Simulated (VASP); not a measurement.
# Na4C (Pm-3m) in VASP: single point with PBE

Aim: the single point of Na4C with PBE.

Program: VASP 6.6.1. These are calculated values, not measurements. Logs are shortened: lines on timing, memory, paths and dates and some standing lists are left out, and cuts for length are marked.

## 1. The cell of the first run

The structure is cubic, space group Pm-3m (No. 221). The conventional cell has a = 5.060 Å, b = 5.060 Å, c = 5.060 Å, α = 90.00°, β = 90.00°, γ = 90.00°. Around Na (site symmetry m-3m) lie 12 Na at 3.58 Å. Around Na (site symmetry 4/mmm) lie 2 C at 2.53 Å. Around C (site symmetry m-3m) lie 6 Na at 2.53 Å.

The cell was built by a generator and needn't be a form met in nature.

## 2. Single point, PBE, collinear spin, typed start (species swapped into the Ni4N type (Pm-3m, No. 221))

Contents of INCAR:

```
PREC     = Accurate       # precision mode
ENCUT    = 520            # plane-wave cutoff, eV
EDIFF    = 1E-6           # SCF threshold, eV
ISMEAR   = 0              # smearing method
SIGMA    = 0.1            # smearing width, eV
LREAL    = False          # projectors in reciprocal space
LASPH    = True           # aspherical terms in the spheres
NELM     = 150            # most SCF steps
ALGO     = Normal         # electronic algorithm
ISIF     = 2              # what is computed and relaxed
LWAVE    = False          # write WAVECAR
LCHARG   = True           # write CHGCAR
ISPIN    = 2              # spin polarisation
MAGMOM   = 0 0 0 0 0.5    # initial moments
LORBIT   = 11             # projections on sites
GGA      = PE             # functional
LELF     = True           # ELF
LVHAR    = True         
NBANDS   = 28             # bands
```

Contents of KPOINTS:

```
regular mesh
0
Gamma
  8 8 8
```

Contents of POSCAR:

```
Na4C
1.0
    5.0597242801      0.0000000000      0.0000000000
    0.0000000000      5.0597242801      0.0000000000
    0.0000000000      0.0000000000      5.0597242801
Na C
4 1
Direct
    0.0000000000      0.0000000000      0.0000000000
    0.5000000000      0.5000000000      0.0000000000
    0.5000000000      0.0000000000      0.5000000000
    0.0000000000      0.5000000000      0.5000000000
    0.5000000000      0.5000000000      0.5000000000
```

Potentials or basis: VASP PAW PBE potentials, release 64 (Na_pv, C).

The run is started by

```bash
cat potpaw_PBE.64/Na_pv/POTCAR potpaw_PBE.64/C/POTCAR > POTCAR
mpirun -np 1 vasp_std > vasp.out
```

OUTCAR:

```text
PREC = Accurate
   ENCUT = 520
   EDIFF = 1E-6
   ISMEAR = 0
   LREAL = False
   LASPH = True
   NELM = 150
   ISIF = 2
   ISPIN = 2
   LORBIT = 11
   GGA = PE

 ion  position               nearest neighbor table
   1  0.000  0.000  0.000-
   2  0.500  0.500  0.000-
   3  0.500  0.000  0.500-
   4  0.000  0.500  0.500-
   5  0.500  0.500  0.500-

  LATTYP: Found a simple cubic cell.
 ALAT       =     5.0597242801

  Lattice vectors:

 A1 = (   5.0597242801,   0.0000000000,   0.0000000000)
 A2 = (   0.0000000000,   5.0597242801,   0.0000000000)
 A3 = (   0.0000000000,   0.0000000000,   5.0597242801)

Analysis of symmetry for initial positions (statically):
=====================================================================
 Subroutine PRICEL returns:
 Original cell was already a primitive cell.

 Routine SETGRP: Setting up the symmetry group for a
 simple cubic supercell.

 Subroutine GETGRP returns: Found 48 space group operations
 (whereof 48 operations were pure point group operations)
 out of a pool of 48 trial point group operations.

The static configuration has the point symmetry O_h .

Analysis of symmetry for dynamics (positions and initial velocities):
=====================================================================
 Subroutine PRICEL returns:
 Original cell was already a primitive cell.

 Routine SETGRP: Setting up the symmetry group for a
 simple cubic supercell.

 Subroutine GETGRP returns: Found 48 space group operations
 (whereof 48 operations were pure point group operations)
 out of a pool of 48 trial point group operations.

The dynamic configuration has the point symmetry O_h .

Analysis of structural, dynamic, and magnetic symmetry:
=====================================================================
 Subroutine PRICEL returns:
 Original cell was already a primitive cell.

 Routine SETGRP: Setting up the symmetry group for a
 simple cubic supercell.

 Subroutine GETGRP returns: Found 48 space group operations
 (whereof 48 operations were pure point group operations)
 out of a pool of 48 trial point group operations.

The overall configuration has the point symmetry O_h .

 Subroutine INISYM returns: Found 48 space group operations
 (whereof 48 operations are pure point group operations),
 and found     1 'primitive' translations

----------------------------------------------------------------------------------------

                                     Primitive cell

  volume of cell :     129.5330

  direct lattice vectors                    reciprocal lattice vectors
     5.059724280  0.000000000  0.000000000     0.197639228  0.000000000  0.000000000
     0.000000000  5.059724280  0.000000000     0.000000000  0.197639228  0.000000000
     0.000000000  0.000000000  5.059724280     0.000000000  0.000000000  0.197639228

  length of vectors
     5.059724280  5.059724280  5.059724280     0.197639228  0.197639228  0.197639228

  position of ions in fractional coordinates (direct lattice)
     0.000000000  0.000000000  0.000000000
     0.500000000  0.500000000  0.000000000
     0.500000000  0.000000000  0.500000000
     0.000000000  0.500000000  0.500000000
     0.500000000  0.500000000  0.500000000

  ion indices of the primitive-cell ions
   primitive index   ion index
                 1           1
                 2           2
                 3           3
                 4           4
                 5           5

----------------------------------------------------------------------------------------

 KPOINTS: regular mesh

Automatic generation of k-mesh.
 Grid dimensions read from file:
 generate k-points for:    8    8    8

 Generating k-lattice:

  Cartesian coordinates                     Fractional coordinates (reciprocal lattice)
     0.024704903  0.000000000  0.000000000     0.125000000  0.000000000  0.000000000
     0.000000000  0.024704903  0.000000000     0.000000000  0.125000000  0.000000000
     0.000000000  0.000000000  0.024704903     0.000000000  0.000000000  0.125000000

  Length of vectors
     0.024704903  0.024704903  0.024704903

  Shift w.r.t. Gamma in fractional coordinates (k-lattice)
     0.000000000  0.000000000  0.000000000

 Subroutine IBZKPT returns following result:
 ===========================================

 Found     35 irreducible k-points:

 Following reciprocal coordinates:
            Coordinates               Weight
  0.000000  0.000000  0.000000      1.000000
  0.125000  0.000000  0.000000      6.000000
  0.250000  0.000000  0.000000      6.000000
  0.375000  0.000000  0.000000      6.000000
  0.500000  0.000000  0.000000      3.000000
  0.125000  0.125000  0.000000     12.000000
[... 16 lines left out ...]
  0.375000  0.375000  0.125000     24.000000
  0.500000  0.375000  0.125000     24.000000
 [... further k-points ...]
   k-points           NKPTS =     35   k-points in BZ     NKDIM =     35   number of bands    NBANDS=     28
   number of dos      NEDOS =    301   number of ions     NIONS =      5
   total plane-waves  NPLWV =  64000
   dimension x,y,z NGX =    40 NGY =   40 NGZ =   40
   dimension x,y,z NGXF=    80 NGYF=   80 NGZF=   80
   ions per type =               4   1
   NGX,Y,Z   is equivalent  to a cutoff of  13.14, 13.14, 13.14 a.u.
   NGXF,Y,Z  is equivalent  to a cutoff of  26.29, 26.29, 26.29 a.u.
 SYSTEM =  unknown system
   PREC   = accura    normal or accurate (medium, high low for compatibility)
   ISTART =      0    job   : 0-new  1-cont  2-samecut
   ICHARG =      2    charge: 1-file 2-atom 10-const
   ISPIN  =      2    spin polarized calculation?
   LNONCOLLINEAR =      F non collinear calculations
   LSORBIT =      F    spin-orbit coupling
   LASPH  =      T    aspherical Exc in radial PAW
   ENCUT  =  520.0 eV  38.22 Ry    6.18 a.u.   9.41  9.41  9.41*2*pi/ulx,y,z
   NELM   =    150;   NELMIN=  2; NELMDL= -5     # of ELM steps
   EDIFF  = 0.1E-05   stopping-criterion for ELM
   LREAL  =      F    real-space projection
   EDIFFG = 0.1E-04   stopping-criterion for IOM
   NSW    =      0    number of steps for IOM
   IBRION =     -1    ionic relax: 0-MD 1-quasi-New 2-CG
   NFREE  =      0    steps in history (QN), initial steepest desc. (CG)
   ISIF   =      2    stress and relaxation
   ISYM   =      2    0-nonsym 1-usesym 2-fastsym
   POTIM  = 0.5000    time-step for ionic-motion
   TEBEG  =    0.0;   TEEND  =   0.0 temperature during run
   PSTRESS=    0.0 pullay stress
   NELECT =      32.0000    total number of electrons
   NUPDOWN=      -1.0000    fix difference up-down
   EMIN   =  10.00;   EMAX   =-10.00  energy-range for DOS
   EFERMI =   0.00;   METHOD = LEGACY
   ISMEAR =     0;   SIGMA  =   0.10  broadening in eV -4-tet -1-fermi 0-gaus
   EFERMI_NEDOS =   21; number of points for ismear=-14 and -15
   IALGO  =     38    algorithm
   IMIX   =      4    mixing-type and parameters
     AMIX     =   0.40;   BMIX     =  1.00
     AMIX_MAG =   1.60;   BMIX_MAG =  1.00
  volume/ion in A,a.u.               =      25.91       174.83
  Fermi-wavevector in a.u.,A,eV,Ry     =   1.027223  1.941170 14.356686  1.055187
  Thomas-Fermi vector in A             =   2.161156
   LORBIT       =     11    0 simple, 1 ext, 2 COOP (PROOUT), +10 PAW based schemes
   GGA     = PE    functional components
   LHFCALC =     F    Hartree Fock is set to
   AEXX    =    0.0000 exact exchange contribution
   IVDW    =     0    specifies the selected vdW correction
   LEPSILON=     F    determine dielectric tensor
   LRPA    =     F    only Hartree local field effects (RPA)
 spin polarized calculation
 Gauss-broadening in eV      SIGMA  =   0.10
  energy-cutoff  :      520.00
  volume of cell :      129.53
 maximum number of plane-waves:      3532
 NGX is ok and might be reduce to    40
   NGX = 19   NGY = 19   NGZ = 19

 number of electron      31.9999932 magnetization       0.2376357

 Free energy of the ion-electron system (eV)
  ---------------------------------------------------
  ext. energy  EPLUGINS =         0.00000000
  ---------------------------------------------------
  free energy    TOTEN  =       -10.70440299 eV

  energy without entropy =      -10.68858072  energy(sigma->0) =      -10.69649186

 E-fermi :   0.7079     XC(G=0):  -7.2443

 val. band max:        0.7070578444   @ k =   0.2500   0.2500   0.0000
 cond. band min:       0.7186198126   @ k =   0.3750   0.1250   0.0000
 fundamental gap:      0.0115619682
 Fermi energy:         0.7079355572

 spin component 1

 k-point     1 :       0.0000    0.0000    0.0000
  band No.  band energies     occupation
      1     -24.8161      1.00000
      2     -24.8161      1.00000
      3     -24.8161      1.00000
      4     -23.0027      1.00000
      5     -23.0027      1.00000
      6     -23.0027      1.00000
[... 20 lines left out ...]
     27       9.2319      0.00000
[... 691 lines left out ...]
      6     -23.0032      1.00000
[... 20 lines left out ...]
     27       9.8702      0.00000
     28      10.5267      0.00000

 [... further k-points ...]

 spin component 2

 k-point     1 :       0.0000    0.0000    0.0000
  band No.  band energies     occupation
      1     -24.8246      1.00000
      2     -24.8246      1.00000
      3     -24.8246      1.00000
      4     -23.0048      1.00000
      5     -23.0048      1.00000
      6     -23.0048      1.00000
[... 20 lines left out ...]
     27       9.1392      0.00000
[... 691 lines left out ...]
      6     -23.0055      1.00000
[... 20 lines left out ...]
     27       9.9704      0.00000
     28      10.4164      0.00000

 [... further k-points ...]
[... 5 lines left out ...]
  --------------------------------------------------------------------------------------
  -------------------------------------------------------------------------------------
  Total        0.0530127      0.0530127      0.0530127     -0.0000000      0.0000000      0.0000000
  in kB        0.6557076      0.6557076      0.6557076     -0.0000000      0.0000000      0.0000000
  external PRESSURE =       0.6557076 kB  Pullay stress =       0.0000000 kB

 VOLUME and BASIS-vectors are now :
 -----------------------------------------------------------------------------
  energy-cutoff  :      520.00
  volume of cell :      129.53
      direct lattice vectors                 reciprocal lattice vectors
     5.059724280  0.000000000  0.000000000     0.197639228  0.000000000  0.000000000
     0.000000000  5.059724280  0.000000000     0.000000000  0.197639228  0.000000000
     0.000000000  0.000000000  5.059724280     0.000000000  0.000000000  0.197639228

 POSITION                                       TOTAL-FORCE (eV/Angst)
 -----------------------------------------------------------------------------------
      0.00000      0.00000      0.00000         0.000000      0.000000      0.000000
      2.52986      2.52986      0.00000         0.000000      0.000000      0.000000
      2.52986      0.00000      2.52986         0.000000      0.000000      0.000000
      0.00000      2.52986      2.52986         0.000000      0.000000      0.000000
      2.52986      2.52986      2.52986         0.000000      0.000000      0.000000
 -----------------------------------------------------------------------------------
    total drift:                               -0.000000      0.000000     -0.000000

  FREE ENERGIE OF THE ION-ELECTRON SYSTEM (eV)
  ---------------------------------------------------
  free  energy   TOTEN  =       -10.7044029933 eV

  energy  without entropy=      -10.6885807176  energy(sigma->0) =      -10.69649186

 total charge

# of ion       s       p       d       tot
------------------------------------------
    1        0.085   5.962   0.000   6.047
    2        0.100   5.988   0.000   6.087
    3        0.100   5.988   0.000   6.087
    4        0.100   5.988   0.000   6.087
    5        0.942   1.177   0.000   2.119
--------------------------------------------------
tot          1.326  25.102   0.000  26.429

 magnetization (x)

# of ion       s       p       d       tot
------------------------------------------
    1       -0.007  -0.003   0.000  -0.010
    2       -0.002   0.002   0.000  -0.000
    3       -0.002   0.002   0.000  -0.000
    4       -0.002   0.002   0.000  -0.000
    5        0.006   0.168   0.000   0.174
--------------------------------------------------
tot         -0.008   0.171   0.000   0.163
```

It took 3 min on 1 thread of AMD EPYC 9R45 (Zen 5), shared host; peak memory 0.35 GiB.

Results:

```yaml
Free_energy: -10.7044 eV
Pressure: 0.1 GPa
Band_gap_on_the_k_mesh: none (metal or under the smearing width)
Net_moment: 0.24 μB per cell
Site_moments: Na -0.01, -0.00; C +0.17 μB
Valence_electrons_inside_the_program's_atomic_spheres: Na 6.05, 6.09; C 2.12
```

Levels at points of the mesh, in eV from the Fermi level:
Spin up:
```
           k point  band 12  band 13  band 14  band 15  band 16  band 17  band 18  band 19  band 20  band 21
(0.00, 0.00, 0.00)   -23.55    -8.45    -1.88    -0.46    -0.46    -0.46     3.03     3.03     4.12     4.12
(0.50, 0.00, 0.00)   -23.55    -8.33    -2.28    -0.31    -0.31     0.19     1.05     3.63     3.63     3.77
(0.50, 0.50, 0.00)   -23.54    -8.22    -1.48    -1.48    -0.28    -0.21     2.14     2.14     3.03     4.85
(0.50, 0.50, 0.50)   -23.54    -8.12    -1.01    -1.01    -1.01     1.04     1.04     1.04     1.27     4.75
```
Spin down:
```
           k point  band 12  band 13  band 14  band 15  band 16  band 17  band 18  band 19  band 20  band 21
(0.00, 0.00, 0.00)   -23.55    -8.05    -1.98    -0.16    -0.16    -0.16     2.87     2.87     4.10     4.10
(0.50, 0.00, 0.00)   -23.55    -7.92    -2.27     0.02     0.02     0.09     1.26     3.53     3.53     3.58
(0.50, 0.50, 0.00)   -23.53    -7.80    -1.33    -1.33    -0.42     0.14     2.21     2.21     3.01     4.71
(0.50, 0.50, 0.50)   -23.53    -7.70    -0.75    -0.75    -0.75     0.89     0.89     0.89     1.14     4.82
```
